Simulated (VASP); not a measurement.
Here is the system:

```
CELL_PARAMETERS angstrom
      1.94753    -3.37322     0.00000
      1.94753     3.37322     0.00000
      0.00000     0.00000     6.37961
ATOMIC_POSITIONS crystal
  Zn 0.66667 0.33333 0.50012
  Zn 0.33333 0.66667 0.00012
  S  0.66667 0.33333 0.87488
  S  0.33333 0.66667 0.37488
```

Computed with RPBE GGA, VASP's PBE PAW potentials (set 64) (plane waves; VASP 6.6.1). Settings: 520 eV cut-off, 7×7×4 Γ-centred mesh, Gaussian smearing of 0.050 eV, potentials Zn S.

**Question.** Predict the energy per atom (σ→0).

**Answer.** 
| Item | Result |
|---|---|
| energy per atom (σ→0) | -3.100 eV/atom |

Total energies compare only between runs with the same potentials, cut-off and functional.

The compound is ZnS in the wurtzite structure, the high-temperature form. It was relaxed first, which changed the volume by +6 %.
